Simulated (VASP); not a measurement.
Here is the system:

```
CELL_PARAMETERS angstrom
      0.00000     2.72557     2.72557
      2.72557     0.00000     2.72557
      2.72557     2.72557     0.00000
ATOMIC_POSITIONS crystal
  Si 0.25000 0.25000 0.25000
  Si 0.75000 0.75000 0.75000
  Ni 0.00000 0.00000 0.00000
```

All values below come from PBE GGA, VASP's PBE PAW potentials (set 64) (plane waves; VASP). Settings: 400 eV cut-off, Gaussian smearing of 0.050 eV, potentials Si Ni.

Question: Estimate the band gap (along the path) with the smallest direct gap where there is one.

Answer: 
| Property | Value |
|---|---|
| band gap (along the path) | none (metal, semimetal or under 0.01 eV) |

The compound is NiSi2 in the fluorite structure. It was relaxed first. The run is not spin-polarised, so no magnetic state was tried.
